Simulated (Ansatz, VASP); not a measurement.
## Cross-check of Hf2NF2 (Hf2NF2 MXene, 2 layers, AA) between VASP and Ansatz

One calculation is typed for both programs; each brings its own data sets. How far apart do they land? The structure shown is the start of the Ansatz relaxation below; VASP solves that cell, so the two are compared at the walk's first step.

Calculated with Ansatz 0.2.0; plane waves, with VASP 6.6.1 beside it; single point at LDA.

**1. Starting point**

The cell holds 10 atoms: 4 F, 4 Hf and 2 N. Its edges and angles: a = 3.217 Å, b = 3.218 Å, c = 55.168 Å, α = 90.0°, β = 90.0°, γ = 120.0°. Vacuum lies along c.

**2. Ansatz: relaxation, LDA**

Ansatz runs on its default PAW (the set named soft_2) files.

The two programs are compared at the cell with which this relaxation starts, whose forces are those of its first step.

Contents of input.yaml:

```yaml
crystal:
  lattice:
    - [3.2175, 0.0, 0.0]
    - [-1.60875, 2.7864367367, 0.0]
    - [0.0, 0.0, 55.1681591148]
  atoms:
    - { symbol: F, position: [0.3333333333, 0.6666666667, 0.3906238734] }
    - { symbol: Hf, position: [0.6666666667, 0.3333333333, 0.4100644351], spin: 1.0 }
    - { symbol: "N", position: [0.0, 0.0, 0.4330766181] }
    - { symbol: Hf, position: [0.3333333333, 0.6666666667, 0.4560888012], spin: 1.0 }
    - { symbol: F, position: [0.6666666667, 0.3333333333, 0.4755293629] }
    - { symbol: F, position: [0.3333333333, 0.6666666667, 0.5244706371] }
    - { symbol: Hf, position: [0.6666666667, 0.3333333333, 0.5439111988], spin: -1.0 }
    - { symbol: "N", position: [0.0, 0.0, 0.5669233819] }
    - { symbol: Hf, position: [0.3333333333, 0.6666666667, 0.5899355649], spin: -1.0 }
    - { symbol: F, position: [0.6666666667, 0.3333333333, 0.6093761266] }
  periodic: [true, true, false]
magnetization:
  spin_polarized: true
kpoints:
  mp_grid: { grid: [10, 10, 1] }
hamiltonian:
  xc: lda
scf:
  occupations: { method: fermi_dirac, width: 0.05 }
  convergence: { dr2_threshold: 1.0e-09 }
relax:
  f_tol: 0.015
  max_steps: 90
  cell: {}
output:
  write_potential: true
  write_density: true
  volumetric_format: npy
```

The run is started by

```bash
$ ansatz run input.yaml --threads 4 --pin off --max-ram 6144MiB --backend cpu --events-out ev --progress --plain --runs-dir out
```

Numbers of over 12 decimals in the logs are rounded to 6 here.

The program printed:

```text
Warning: relax.cell: scf.convergence.dr2_threshold = 1e-9 eV is looser than the 2.05337271509e-10 eV advised for a relaxation that steers and ends on the stress (1e-10 eV for each atom of the cell: 10, times the square of relax.cell.stress_2d_tol = 0.05 N/m over 22.1 Å (the atoms' height at the walk's start and 5 Å past either face), 2.266e-2 GPa, over a crystal's default 0.05). What an SCF threshold leaves in a stress goes as its square root, and in the free energy as the threshold itself, and one threshold admits the most on a small cell: [figures from the program's tests cut] Set scf.convergence.dr2_threshold to 2.05337271509e-10 eV or tighter. [rest of the remark cut]
Engine: ansatz 0.2.0, aarch64-unknown-linux-gnu
Pseudopotentials: kind: paw
Pseudopotential: F, paw, valence charge 7, recommended cutoff 420 eV (normal), F.paw.azcp
Pseudopotential: Hf, paw, valence charge 26, recommended cutoff 420 eV (normal), Hf.paw.azcp
Pseudopotential: N, paw, valence charge 5, recommended cutoff 420 eV (normal), N.paw.azcp
Functional definition: SPW92
  exchange = slater_x
  correlation = pw_c
Crystal: 10 atoms, lattice volume = 494.602 Å³
Basis set: ecut = 420 eV, 9845 PW (Γ)
Bands: 88, of which v1, the nominal top of the filled ones, is band 71 counted from 1 (70 counted from 0)
Symmetry: 6 space group operations
Space group: P3m1 (ITA 156), of the structure as read, at distance tolerance 7.9e-5 Å
Magnetic group: BNS 164.87 (UNI 1317), of the structure as read, at distance tolerance 7.9e-5 Å
k-points: 14 of 100 (time reversal used)
Non-local potential: F, projectors of the file, l = 0: 2, l = 1: 2, l = 2: 1
Non-local potential: Hf, projectors of the file, l = 0: 3, l = 1: 2, l = 2: 2, l = 3: 3
Non-local potential: N, projectors of the file, l = 0: 2, l = 1: 2, l = 2: 1
PAW form: soft (Blöchl's): semilocal exchange-correlation on the pseudo side does not see the compensation charge
PAW frozen core: F, regenerated for the run's functional, and the local potential with it (the file was generated under x = pbe(κ = 0.804, μ = 0.219515), c = pbe(β = 0.066725))
PAW frozen core: Hf, regenerated for the run's functional, and the local potential with it (the file was generated under x = pbe(κ = 0.804, μ = 0.219515), c = pbe(β = 0.066725))
PAW frozen core: N, regenerated for the run's functional, and the local potential with it (the file was generated under x = pbe(κ = 0.804, μ = 0.219515), c = pbe(β = 0.066725))
PAW one-centre angular grid: F, 110 points (default); XC on 64 Gauss nodes
PAW one-centre angular grid: Hf, 590 points (default); XC on 64 Gauss nodes
PAW one-centre angular grid: N, 110 points (default); XC on 64 Gauss nodes
Initial density: superposition of atomic densities (neutral atoms: chi_scale 0, normalization atom)
Starting moments: Σ|m| = 4 μB on 4 of 10 sites
Starting magnetic order: antiferromagnet; an inversion exchanges its spin sublattices: spin-degenerate at every k-point
Initial wavefunctions: pseudopotential atomic-orbital guess
Functional: x = slater, c = lda
SCF iter   1: F=—  HF=-65848.870121 eV  |F-HF|=—  |Δ(HF+E_count)|=         —  Δρ=3.01e-2 (↑3.01e-2 ↓3.01e-2)  dr2=3.09e1  dr2_m=2.76e-1  M=-0.000 μB ∫|m|=1.220 μB  β_m=0.30  ethr=3.10e-3  ⟨swp⟩=9.8  Hψ=13849  notcnv=0  defer=103
Mixer restart at iter 1: flushing history
preconditioner: auto → LDOS  [metal: Δε(μ)=0.039 eV  Ē_g=18.778 eV  σ=0.050 eV  W_gap=0.19  n_scr=38 (ndim 8)  ℏωp=19.3 eV  f_vac=0.732  D(μ)=3.23/eV (n_scr^D=18)]
spin=Collinear: LDOS preconditioning applied to the charge; magnetization (m = ρ↑ − ρ↓) channel mixes plain (no charge-response kernel on spin).
SCF iter   2: F=—  HF=-65844.170868 eV  |F-HF|=—  |Δ(HF+E_count)|=    4.70e0  Δρ=1.81e-2 (↑1.80e-2 ↓1.81e-2)  dr2=1.21e1  dr2_m=1.57e-1  M=-0.000 μB ∫|m|=1.026 μB  β_m=0.52  ethr=3.10e-3  ⟨swp⟩=3.8  Hψ=4950  notcnv=0  defer=182
SCF iter   3: F=—  HF=-65841.612996 eV  |F-HF|=—  |Δ(HF+E_count)|=    2.56e0  Δρ=3.86e-3 (↑3.86e-3 ↓3.86e-3)  dr2=2.31e-1  dr2_m=1.65e-2  M=-0.000 μB ∫|m|=0.588 μB  β_m=0.58  ethr=3.10e-3  ⟨swp⟩=5.0  Hψ=5943  notcnv=0  defer=182
SCF iter   4: F=—  HF=-65841.689196 eV  |F-HF|=—  |Δ(HF+E_count)|=         —  Δρ=2.19e-3 (↑2.19e-3 ↓2.19e-3)  dr2=2.57e-2  dr2_m=1.15e-2  M=-0.000 μB ∫|m|=0.181 μB  β_m=0.58  ethr=1.63e-4  ⟨swp⟩=3.8  Hψ=6153  notcnv=0  defer=172
[...]
SCF converged after 7 iterations
Magnetization: 0.0000 μB (71.0000 up, 71.0000 down)
Absolute magnetization: 0.0000 μB (∫|ρ↑−ρ↓|, with the PAW one-centre terms)
Spin contamination: 0.0000 ħ² per cell (⟨S²⟩ above its minimum at these occupations)
Per-site moments (μB) at R_I (Å): [(1.9324749007941326e-9, 0.931316), (-2.0190809575696004e-9, 0.893375), (6.142404761612424e-9, 0.893375), (-2.6673716278160002e-11, 0.893854), (7.765653743851257e-10, 0.929315), (9.299095239591124e-10, 0.929315), (-8.851971479688494e-10, 0.893854), (-5.899570423044451e-9, 0.893375), (2.404113048212651e-9, 0.893375), (-1.310578716046066e-9, 0.931316)]
Free energy (F): -65843.547947 eV
Harris-Foulkes:  -65843.547947 eV  (|F-HF|=6.98e-10)
Internal energy: -65843.541681 eV  (E = F + TS)
E sigma→0 (E₀):  -65843.544814 eV
Entropy (-TS):   -0.006266 eV (-0.627 meV/atom)
Fermi energy:    -3.244487 eV
--- Per-component energies (eV) ---
  E_band       = -3030.739802
  E_kinetic    = 2800.400740
  E_local      = -1982958.589638  (includes V_loc(G=0)·N_el)
  E_nonlocal   = -4532.839584
  E_hartree    = 988967.876980
  E_xc         = -1627.131634
  E_vxc        = -1630.813242  (∫ρ·V_xc dr)
  E_paw        = -27728.294486  (= ΣΔE_a)
  E_vpaw       = 5355.341611  (= ΣTr[D̂ρ^β])
  E_aug_tail   = 0.008299  (compensation charges beyond the density's cutoff)
  E_ewald      = 959224.585577
  E_core_change = 10.442065  (= ΣΔE_core)
  E_smearing   = -0.006266  (= −TS)
  E_closure    = -0.000000  (closes the sum)
  Σ components = -65843.547947   (vs F -65843.547947, Δ=0.00e0)
--- Forces (eV/Å), atoms counted from 1 ---
  atom   1  F      0.00000000     0.00000000    -0.00007060
  atom   2  Hf     0.00000000    -0.00000000    -0.00114516
  atom   3  N      0.00000000     0.00000000     0.00074449
  atom   4  Hf     0.00000000     0.00000000    -0.00047205
  atom   5  F     -0.00000000    -0.00000000    -0.00065112
  atom   6  F      0.00000000     0.00000000     0.00065014
  atom   7  Hf    -0.00000000    -0.00000000     0.00047360
  atom   8  N      0.00000000    -0.00000000    -0.00074472
  atom   9  Hf     0.00000000     0.00000000     0.00114691
  atom  10  F      0.00000000     0.00000000     0.00006616
  max |Σ_I F_I| component: 2.34e-6 eV/Å
--- 2D stress c σ (N/m, compression-positive) ---
       -0.003090       0.000000      -0.000000
       -0.000000      -0.003090      -0.000000
       -0.000000      -0.000000      -0.000000
  P = ½ c Tr σ = -0.0031 N/m
--- Band table (eV; the first three rows and the last of 28) ---
  k-point 0 ↑: bands = [... 67 lower, -9.2038, -3.9084, -3.9084, -3.8921, -3.8921, -3.3288, -3.1352, -2.8305, ... 13 higher]
  k-point 1 ↑: bands = [... 67 lower, -9.2519, -4.3702, -4.3410, -3.6678, -3.6495, -3.0684, -2.9770, -2.8289, ... 13 higher]
  k-point 2 ↑: bands = [... 67 lower, -9.3281, -5.1516, -5.1084, -2.9961, -2.9903, -2.9709, -2.9620, -2.2800, ... 13 higher]
  k-point 13 ↓: bands = [... 67 lower, -9.4225, -3.9359, -3.8452, -3.8132, -3.7944, -2.4556, -2.3475, -0.9091, ... 13 higher]
  the weakly bound empty levels are not read free of the cell's end (no_gap_told)
--- Relaxed structure (9 steps of the walk, 8 accepted, 2 SCFs on fresh bases) ---
  F+E_penalty+E_count = -65843.54794716 eV   max|allowed force component| = 1.147e-3 eV/Å   (the final SCF, on the basis selected at the relaxed cell)
  cell:  # Å, volume = 488.8750 Å³
    - [3.198817, -1.3828437396041706e-18, 0]
    - [-1.599408, 2.770257, 0]
    - [0, 0, 55.1681591148]
  atoms:
    - { symbol: F, position: [0.333333, 0.666667, 0.394356] }
    - { symbol: Hf, position: [0.666667, 0.333333, 0.417896] }
    - { symbol: N, position: [-6.758014349939652e-18, 0, 0.438402] }
    - { symbol: Hf, position: [0.333333, 0.666667, 0.458947] }
    - { symbol: F, position: [0.666667, 0.333333, 0.482334] }
    - { symbol: F, position: [0.333333, 0.666667, 0.517666] }
    - { symbol: Hf, position: [0.666667, 0.333333, 0.541053] }
    - { symbol: N, position: [6.758016581101395e-18, 0, 0.561598] }
    - { symbol: Hf, position: [0.333333, 0.666667, 0.582104] }
    - { symbol: F, position: [0.666667, 0.333333, 0.605644] }
```

(Continued in part 2 of 2.)

[Lines on the potential files, build, host, timing and source positions are cut from VASP's logs without a mark.]

[Logs are printed without paths, hosts, clocks, repeated set-up lines and the standing remarks that a program may print on its own settings, such as how far it seeks lower states.]

[Hosts, paths, dates, database ids (printed as entryN), source tags and the programs' standing remarks are cut or masked in the printed files.]
